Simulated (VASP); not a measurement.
Here is the system:

```xyz
4
Lattice="4.7378 0.0000 0.0000 0.0000 3.3555 0.0000 0.0000 0.0000 3.3555" Properties=species:S:1:pos:R:3 pbc="T T T"
B      0.0000     0.0000     0.0000
B      2.3689     1.6778     1.6778
As     1.1844     0.0000     1.6778
As     3.5533     1.6778     0.0000
```

Calculation: LDA (Ceperley-Alder, Perdew-Zunger), VASP's LDA PAW potentials (set 64) (plane waves; VASP). Numerical set-up: 520 eV cut-off, 4×6×6 Γ-centred mesh, Gaussian smearing of 0.050 eV, potentials B As.

Task: Estimate the energy per atom (σ→0).

Result: 
```json
{
  "energy per atom (σ→0)": "-6.460 eV/atom"
}
```

Only differences to runs with the same potentials and settings are physical.

The compound is BAs in the zinc blende structure. It was relaxed first. The start is the result of an earlier pass.
